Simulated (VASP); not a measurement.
# ZnCu2SnSe4: which input changes matter, part 3 of 3

Which changes to a sound input spoil a run on ZnCu2SnSe4, which are harmless, and which give a warning? All runs use PBE. The start is a computed cell from the Materials Project.

VASP 6.6.1; PBE, no spin polarisation; plane waves and PAW (Zn, Cu, Sn_d, Se).

Still holding for the runs below: This run has no spin polarisation, although Cu can carry a moment. The k-mesh is coarse for a metal.

So far. Step 5 (Self-consistent run (PBE) with a changed input, try 2): The run ends at a pressure of 0.09 GPa, with forces up to 0.096 eV/Å.

**7. Full relaxation (PBE) with a changed input**

This run is made with a changed input; what comes of it follows.

INCAR reads:

```
SYSTEM = ZnCu2SnSe4
PREC = Accurate
ENCUT = 400
EDIFF = 1E-06
NELM = 68
ISMEAR = -5
SIGMA = 0.05
LREAL = .FALSE.
ALGO = Normal
GGA = PE
NBANDS = 44
LASPH = .TRUE.
LORBIT = 11
LWAVE = .FALSE.
LCHARG = .FALSE.
KPAR = 8
IBRION = 2
NSW = 30
ISIF = 3
EDIFFG = -0.01
```

POSCAR reads:

```
ZnCu2SnSe4
1.0
   -2.8856370000      2.8856370000      5.7398310000
    2.8856370000     -2.8856370000      5.7398310000
    2.8856370000      2.8856370000     -5.7398310000
Zn Cu Sn Se
1 2 1 4
Direct
    0.7500000000      0.2500000000      0.5000000000
    0.2500000000      0.7500000000      0.5000000000
    0.0000000000      0.0000000000      0.0000000000
    0.5000000000      0.5000000000      0.0000000000
    0.6297540000      0.6365340000      0.5262470000
    0.1102870000      0.1035070000      0.4737530000
    0.8964930000      0.3702460000      0.0067800000
    0.3634660000      0.8897130000      0.9932200000
```

KPOINTS reads:

```
Automatic mesh
0
Gamma
2 1 1
0 0 0
```

The projector-augmented-wave data sets are Zn, Cu, Sn_d and Se (PBE family, release 64).

The run is started by

```
$ mpirun -np 8 vasp_std
```

What it wrote:

```text
[banner, memory and clock lines left out]
running    8 mpi-ranks, on    1 nodes
[...]
|                                                                             |
|           W    W    AA    RRRRR   N    N  II  N    N   GGGG   !!!           |
|           W    W   A  A   R    R  NN   N  II  NN   N  G    G  !!!           |
|           W    W  A    A  R    R  N N  N  II  N N  N  G       !!!           |
|           W WW W  AAAAAA  RRRRR   N  N N  II  N  N N  G  GGG   !            |
|           WW  WW  A    A  R   R   N   NN  II  N   NN  G    G                |
|           W    W  A    A  R    R  N    N  II  N    N   GGGG   !!!           |
|                                                                             |
|     For optimal performance we recommend to set                             |
|       NCORE = 2 up to number-of-cores-per-socket                            |
|     NCORE specifies how many cores store one orbital (NPAR=cpu/NCORE).      |
|     This setting can greatly improve the performance of VASP for DFT.       |
|     The default, NCORE=1 might be grossly inefficient on modern             |
|     multi-core architectures or massively parallel machines. Do your        |
|     Unfortunately you need to use the default for GW and RPA                |
|     calculations (for HF NCORE is supported but not extensively tested      |
|     yet).                                                                   |
|                                                                             |

 LDA part: xc-table for (Slater+PW92), standard interpolation
|                                                                             |
|           W    W    AA    RRRRR   N    N  II  N    N   GGGG   !!!           |
|           W    W   A  A   R    R  NN   N  II  NN   N  G    G  !!!           |
|           W    W  A    A  R    R  N N  N  II  N N  N  G       !!!           |
|           W WW W  AAAAAA  RRRRR   N  N N  II  N  N N  G  GGG   !            |
|           WW  WW  A    A  R   R   N   NN  II  N   NN  G    G                |
|           W    W  A    A  R    R  N    N  II  N    N   GGGG   !!!           |
|                                                                             |
|     Your reciprocal lattice and k-lattice belong to different lattice       |
|     classes:                                                                |
|                                                                             |
|        The reciprocal lattice is body-centered tetragonal,                  |
|        whereas your k-lattice is base-centered monoclinic.                  |
|                                                                             |
|     Results are often still useful ...                                      |
|                                                                             |

|                                                                             |
|     EEEEEEE  RRRRRR   RRRRRR   OOOOOOO  RRRRRR      ###     ###     ###     |
|     E        R     R  R     R  O     O  R     R     ###     ###     ###     |
|     E        R     R  R     R  O     O  R     R     ###     ###     ###     |
|     EEEEE    RRRRRR   RRRRRR   O     O  RRRRRR       #       #       #      |
|     E        R   R    R   R    O     O  R   R                               |
|     E        R    R   R    R   O     O  R    R      ###     ###     ###     |
|     EEEEEEE  R     R  R     R  OOOOOOO  R     R     ###     ###     ###     |
|                                                                             |
|     IBZKPT: tetrahedron method fails for NKPT<4. NKPT = 2                   |
|                                                                             |
|       ---->  I REFUSE TO CONTINUE WITH THIS SICK JOB ... BYE!!! <----       |
|                                                                             |

1
1
1
1
1
1
1
1
```

Run time: 5.6 s. Hardware: 8 MPI ranks of Intel Xeon Platinum 8124M at 3.00GHz (Skylake/Cascade Lake), shared host.

VASP stopped before it finished a first electronic cycle.

VASP's message: “IBZKPT: tetrahedron method fails for NKPT<4. NKPT = 2”. No number of this run is used.

The fault in the input: tetrahedra on too few k points (ISMEAR = -5 and k-mesh = [2, 1, 1]). Use more k-points.

**8. Total energy, forces and stress (PBE) with a changed input, try 2**

A single point gives energy, forces and stress at these settings. Some settings are moved from the usual, to see what they do.

INCAR reads:

```
SYSTEM = ZnCu2SnSe4
PREC = Accurate
ENCUT = 400
EDIFF = 1E-06
NELM = 100
ISMEAR = -1
SIGMA = 0.05
LREAL = .FALSE.
ALGO = Normal
GGA = PE
NBANDS = 44
LASPH = .TRUE.
LORBIT = 11
LWAVE = .FALSE.
LCHARG = .FALSE.
KPAR = 8
ISIF = 2
ISYM = 0
```

POSCAR is that of step 7.

KPOINTS reads:

```
Automatic mesh
0
Gamma
4 4 4
0 0 0
```

The run is started by

```
$ mpirun -np 8 vasp_std
```

What it wrote:

```text
[... set-up lines as in an earlier step ...]
 entering main loop
       N       E                     dE             d eps       ncg     rms          rms(c)
DAV:   1     0.636879951300E+03    0.63688E+03   -0.27084E+04  3172   0.163E+03
DAV:   2     0.722919414727E+02   -0.56459E+03   -0.54905E+03  3172   0.436E+02
DAV:   3    -0.246690204052E+02   -0.96961E+02   -0.94841E+02  4044   0.186E+02
DAV:   4    -0.311139685967E+02   -0.64449E+01   -0.63683E+01  4040   0.483E+01
DAV:   5    -0.313859351116E+02   -0.27197E+00   -0.27135E+00  4516   0.108E+01    0.121E+01
DAV:   6    -0.315601456098E+02   -0.17421E+00   -0.32839E+01  4824   0.904E+01    0.964E+00
DAV:   7    -0.295031266601E+02    0.20570E+01   -0.81028E+00  4128   0.681E+01    0.466E+00
DAV:   8    -0.296940762218E+02   -0.19095E+00   -0.39013E+00  5020   0.245E+01    0.329E+00
DAV:   9    -0.295896753608E+02    0.10440E+00   -0.12119E+00  4420   0.190E+01    0.788E-01
DAV:  10    -0.295827581894E+02    0.69172E-02   -0.97197E-02  4588   0.624E+00    0.202E-01
DAV:  11    -0.295839096257E+02   -0.11514E-02   -0.12254E-02  4960   0.206E+00    0.182E-01
DAV:  12    -0.295842152743E+02   -0.30565E-03   -0.23255E-03  4900   0.112E+00    0.665E-02
DAV:  13    -0.295842661315E+02   -0.50857E-04   -0.77128E-04  5048   0.441E-01    0.225E-02
DAV:  14    -0.295842719998E+02   -0.58683E-05   -0.87031E-05  4452   0.136E-01    0.140E-02
DAV:  15    -0.295842768732E+02   -0.48734E-05   -0.23827E-05  4580   0.567E-02    0.465E-03
DAV:  16    -0.295842778104E+02   -0.93718E-06   -0.24141E-06  2768   0.199E-02
   1 F= -.29584278E+02 E0= -.29581899E+02  d E =-.475684E-02
```

Elapsed: 51 s, on 8 MPI ranks; peak memory 3.8 GiB.

OUTCAR, selected parts (step 8):

```text
   k-points           NKPTS =     36   k-points in BZ     NKDIM =     36   number of bands    NBANDS=     44

   NELECT =      72.0000    total number of electrons

 E-fermi :   3.6293

 k-point     1 :       0.0000    0.0000    0.0000
  band No.  band energies     occupation
    ...
     33       2.1286      2.00000
     34       3.3308      1.99491
     35       3.5736      1.50594
     36       3.5736      1.50594
     37       3.6215      1.07765
     38       5.3679      0.00000
     39       5.8780      0.00000
     40       7.0060      0.00000
     41       7.0060      0.00000
     42       8.0413      0.00000
    ...

  Total        0.1153349      0.1153404      0.2557710     -0.0001092     -0.0002468     -0.0002467
  in kB        0.9665597      0.9666060      2.1434798     -0.0009151     -0.0020687     -0.0020677
  external PRESSURE =       1.3588819 kB  Pullay stress =       0.0000000 kB

 POSITION                                       TOTAL-FORCE (eV/Angst)
 -----------------------------------------------------------------------------------
     -0.00000      2.88564      2.86992         0.000001     -0.000013     -0.000004
      2.88564     -0.00000      2.86992        -0.000013      0.000001     -0.000005
      0.00000      0.00000      0.00000        -0.000013     -0.000010      0.000010
      0.00000      0.00000      5.73983         0.000000     -0.000008     -0.000001
      1.53812      1.49899      4.24771         0.095121     -0.008112     -0.025080
      1.34751      1.38664     -1.49212        -0.095110      0.008123     -0.025081
     -1.49899      1.53812      7.23195         0.008130      0.095127      0.025084
      4.38463      1.34751      1.49212        -0.008116     -0.095108      0.025078
 -----------------------------------------------------------------------------------
    total drift:                                0.000021      0.000021     -0.000009

  FREE ENERGIE OF THE ION-ELECTRON SYSTEM (eV)
  ---------------------------------------------------
  free  energy   TOTEN  =       -29.5842778104 eV

  energy  without entropy=      -29.5795209724  energy(sigma->0) =      -29.58189939

[... 4 parts as in an earlier step ...]

[... 9 further parts left out ...]
```

ISYM = 0 switches symmetry off, which costs time and should not change a single point. The coarser mesh is what moves the numbers.

Numbers from this step:

* SCF cycles: 16
* bands: 44
* irreducible k-points: 36
* free energy (TOTEN): -29.58 eV
* energy at zero smearing: -29.58 eV
* Fermi energy: 3.629 eV
* pressure: 0.1359 GPa

Force by atom:

```csv
atom,x (eV/Å),y (eV/Å),z (eV/Å),size
Zn1,0.0000,0.0000,0.0000,0.0000
Cu2,0.0000,0.0000,0.0000,0.0000
Cu3,0.0000,0.0000,0.0000,0.0000
Sn4,0.0000,0.0000,0.0000,0.0000
Se5,0.0951,-0.0081,-0.0251,0.0987
Se6,-0.0951,0.0081,-0.0251,0.0987
Se7,0.0081,0.0951,0.0251,0.0987
Se8,-0.0081,-0.0951,0.0251,0.0987
```

Against the reference run the energy at zero smearing moves by +0.76 meV an atom and the pressure by +0.04 GPa.

**9. Relaxing cell and atoms (PBE)**

The start need not lie at this functional's minimum. ISIF = 3 frees volume, shape and positions, and EDIFFG sets the threshold on forces and stress at which the search stops.

INCAR, as its differences from that of step 8:

```diff
@@ -16,3 +16,5 @@
 KPAR = 8
-ISIF = 2
-ISYM = 0
+IBRION = 2
+NSW = 60
+ISIF = 3
+EDIFFG = -0.01
```

POSCAR is that of step 8.

KPOINTS reads:

```
Automatic mesh
0
Gamma
5 5 5
0 0 0
```

The run is started by

```
$ mpirun -np 8 vasp_std
```

What it wrote:

```text
[... set-up lines as in an earlier step ...]
 entering main loop
       N       E                     dE             d eps       ncg     rms          rms(c)
[... 16 cycles as in an earlier step ...]
   1 F= -.29589347E+02 E0= -.29588018E+02  d E =-.295893E+02
 curvature:   0.00 expect dE= 0.000E+00 dE for cont linesearch  0.000E+00
 trial: gam= 0.00000 g(F)=  0.176E-02 g(S)=  0.337E-03 ort = 0.000E+00 (trialstep = 0.100E+01)
 search vector abs. value=  0.210E-02
 bond charge predicted
       N       E                     dE             d eps       ncg     rms          rms(c)
DAV:   1    -0.295942807926E+02   -0.49347E-02   -0.14313E-01  2648   0.423E+00    0.493E-01
DAV:   2    -0.295929344735E+02    0.13463E-02   -0.44998E-02  2456   0.391E+00    0.282E-01
DAV:   3    -0.295911759510E+02    0.17585E-02   -0.11997E-02  2352   0.224E+00    0.135E-01
DAV:   4    -0.295909706238E+02    0.20533E-03   -0.10224E-03  2892   0.353E-01    0.569E-02
DAV:   5    -0.295909234268E+02    0.47197E-04   -0.13260E-04  2900   0.251E-01    0.247E-02
DAV:   6    -0.295909191791E+02    0.42477E-05   -0.70991E-05  2844   0.222E-01    0.138E-02
DAV:   7    -0.295909156958E+02    0.34833E-05   -0.16643E-05  2252   0.122E-01    0.380E-03
DAV:   8    -0.295909156849E+02    0.10914E-07   -0.14007E-06  1156   0.148E-02
   2 F= -.29590916E+02 E0= -.29589571E+02  d E =-.156870E-02
[...]
3 F= -.29591416E+02 E0= -.29590050E+02  d E =-.206937E-02
[...]
4 F= -.29591975E+02 E0= -.29590612E+02  d E =-.558321E-03
 trial-energy change:   -0.000558  1 .order   -0.000542   -0.001115    0.000031
 step:   1.1851(harm=  1.1825)  dis= 0.00359  next Energy=   -29.591975 (dE=-0.559E-03)
 bond charge predicted
       N       E                     dE             d eps       ncg     rms          rms(c)
DAV:   1    -0.295919834322E+02   -0.82120E-05   -0.16729E-04  2448   0.161E-01    0.220E-02
DAV:   2    -0.295919800002E+02    0.34320E-05   -0.83672E-05  2184   0.173E-01    0.125E-02
DAV:   3    -0.295919761159E+02    0.38843E-05   -0.24822E-05  1660   0.105E-01    0.582E-03
DAV:   4    -0.295919754261E+02    0.68983E-06   -0.21580E-06  1228   0.140E-02
   5 F= -.29591975E+02 E0= -.29590613E+02  d E =-.559066E-03
 curvature:  -0.89 expect dE=-0.343E-04 dE for cont linesearch -0.120E-05
 trial: gam= 0.04073 g(F)=  0.160E-04 g(S)=  0.224E-04 ort =-0.433E-04 (trialstep = 0.121E+01)
 search vector abs. value=  0.371E-04
 reached required accuracy - stopping structural energy minimisation
```

It took 1.7 min on 8 MPI ranks; peak memory 3.5 GiB.

Parts of OUTCAR (step 9):

```text
   NELECT =      72.0000    total number of electrons

 E-fermi :   3.6535

 k-point     1 :       0.0000    0.0000    0.0000
  band No.  band energies     occupation
    ...
     33       2.1084      2.00000
     34       3.3030      1.99820
     35       3.5794      1.62968
     36       3.5794      1.62968
     37       3.6146      1.37095
     38       5.3599      0.00000
     39       5.8391      0.00000
     40       6.9701      0.00000
     41       6.9701      0.00000
     42       8.0178      0.00000
    ...

  Total       -0.0204009     -0.0204009      0.0536839     -0.0000001      0.0000000      0.0000000
  in kB       -0.1707870     -0.1707870      0.4494172     -0.0000006      0.0000000      0.0000000
  external PRESSURE =       0.0359477 kB  Pullay stress =       0.0000000 kB

 POSITION                                       TOTAL-FORCE (eV/Angst)
 -----------------------------------------------------------------------------------
     -0.00000      2.88361      2.87702         0.000000      0.000000      0.000000
      2.88361      0.00000      2.87702         0.000000      0.000000      0.000000
     -0.00000      0.00000      0.00000         0.000000      0.000000      0.000000
      0.00000      0.00000      5.75404         0.000000      0.000000      0.000000
      1.54981      1.49602      4.25525        -0.005730      0.002348      0.006657
      1.33380      1.38758     -1.49879         0.005730     -0.002348      0.006657
     -1.49602      1.54981      7.25282        -0.002348     -0.005730     -0.006657
      4.37963      1.33380      1.49879         0.002348      0.005730     -0.006657
 -----------------------------------------------------------------------------------
    total drift:                                0.000045      0.000045      0.000041

  FREE ENERGIE OF THE ION-ELECTRON SYSTEM (eV)
  ---------------------------------------------------
  free  energy   TOTEN  =       -29.5919754261 eV

  energy  without entropy=      -29.5892510482  energy(sigma->0) =      -29.59061324

[... 8 parts as in an earlier step ...]

[... 10 further parts left out ...]
```

CONTCAR:

```
ZnCu2SnSe4
   1.00000000000000
    -2.8836068086373361    2.8836068017226122    5.7540352399293200
     2.8836068086373361   -2.8836068017226122    5.7540352399293200
     2.8836068017226122    2.8836068086373361   -5.7540352399293200
  Zn              Cu              Sn              Se
     1     2     1     4
Direct
     0.7500000000000000    0.2500000000000000    0.5000000000000000
     0.2500000000000000    0.7500000000000000    0.5000000000000000
     0.0000000000000000    0.0000000000000000    0.0000000000000000
     0.5000000000000000    0.5000000000000000    0.0000000000000000
     0.6291634091376967    0.6384900912055328    0.5281290376891917
     0.1103610535163411    0.1010343714485050    0.4718709623108083
     0.8989656285514950    0.3708365908623033    0.0093266820678360
     0.3615099087944673    0.8896389464836589    0.9906733179321640
```

The run keeps the 4 symmetry operations of its start, so it cannot find a distortion of lower symmetry.

The steps of the relaxation:

```csv
step,energy less that of the first step (eV),largest force (eV/Å),pressure (GPa),volume (Å³)
1,0.0000,0.0956,0.10,191.18
2,-0.0016,0.0573,-0.03,191.59
3,-0.0021,0.0187,-0.18,192.03
4,-0.0026,0.0102,-0.01,191.37
5,-0.0026,0.0091,0.00,191.38
```

```csv
"conventional cell, symmetrised",before,after,change
a (Å),5.771,5.767,-0.1 %
b (Å),5.771,5.767,-0.1 %
c (Å),11.480,11.508,+0.2 %
volume (Å³/atom),23.90,23.92,+0.1 %
```

The atoms that moved most (Å, as changes of fractional coordinates times the final cell):

```csv
atom,dx,dy,dz,length
Se8,-0.002,-0.013,0.003,0.013
Se5,0.013,-0.002,-0.003,0.013
Se6,-0.013,0.002,-0.003,0.013
Se7,0.002,0.013,0.003,0.013
```

The relaxed structure:

```
Zn Cu Sn Se
1.0
    -2.88361    2.88361    5.75404
     2.88361   -2.88361    5.75404
     2.88361    2.88361   -5.75404
Zn Cu Sn Se
1 2 1 4
Direct
  0.75000 0.25000 0.50000
  0.25000 0.75000 0.50000
  0.00000 0.00000 0.00000
  0.50000 0.50000 0.00000
  0.62916 0.63849 0.52813
  0.11036 0.10103 0.47187
  0.89897 0.37084 0.00933
  0.36151 0.88964 0.99067
```

Numbers from this step:

```yaml
irreducible_k_points: 21
free_energy_toten: -29.59 eV
energy_at_zero_smearing: -29.59 eV
fermi_energy: 3.654 eV
pressure: 0.003595 GPa
scf_cycles_over_all_ionic_steps: 44
```

It ends with a largest force of 0.009 eV/Å and a pressure of 0.00 GPa.

**10. Side by side**

```
                     changed           job      ended  energy (meV/atom)  pressure (GPa)  volume (%)
       ISYM = 1, NBANDS = 48  single point  converged              -0.00           +0.02           -
ENCUT left out, ENCUTT = 520  single point  converged              +1.00           -0.36           -
  EDIFF = 1e-05, NBANDS = 60  single point  converged              +0.00           -0.00           -
   k = 3×3×3, ADDGRID = True    relaxation  converged                  -               -        +0.2
      ISMEAR = -5, k = 2×1×1    relaxation    refused                  -               -           -
         ISYM = 0, k = 4×4×4  single point  converged              +0.76           +0.04           -
```

**11. What came out**

| Property | Result |
| --- | --- |
| ISYM = 1, NBANDS = 48 (single point) | converged, -0.00 meV/atom |
| ENCUT left out, ENCUTT = 520 (single point) | converged, +1.00 meV/atom |
| EDIFF = 1e-05, NBANDS = 60 (single point) | converged, +0.00 meV/atom |
| k = 3×3×3, ADDGRID = True (relaxation) | converged, volume +0.2 % |
| ISMEAR = -5, k = 2×1×1 (relaxation) | refused |
| ISYM = 0, k = 4×4×4 (single point) | converged, +0.76 meV/atom |

Changes that show themselves, by a stop, a warning or no convergence: ISMEAR = -5, k = 2×1×1 (where several settings stand together, the step names the one at fault, if it is known). Changes with no effect beyond 1 meV an atom and 0.1 GPa here: ISYM = 1, NBANDS = 48; EDIFF = 1e-05, NBANDS = 60; ISYM = 0, k = 4×4×4. Differences of single points are from the reference run, and of volumes from the sound relaxation. Magnetism was not tested.

[Lines on the potential files, build, host, timing and source positions are cut from VASP's logs without a mark.]

[Logs are printed without paths, hosts, clocks, repeated set-up lines and the standing remarks that a program may print on its own settings, such as how far it seeks lower states.]

[Hosts, paths, dates, database ids (printed as entryN), source tags and the programs' standing remarks are cut or masked in the printed files.]

[A measured line is paired with the nearest computed mode of its activity, which favours agreement.]

[In band tables of VASP the shares of atoms and orbitals are scaled to a sum of 1 inside the atoms' spheres.]
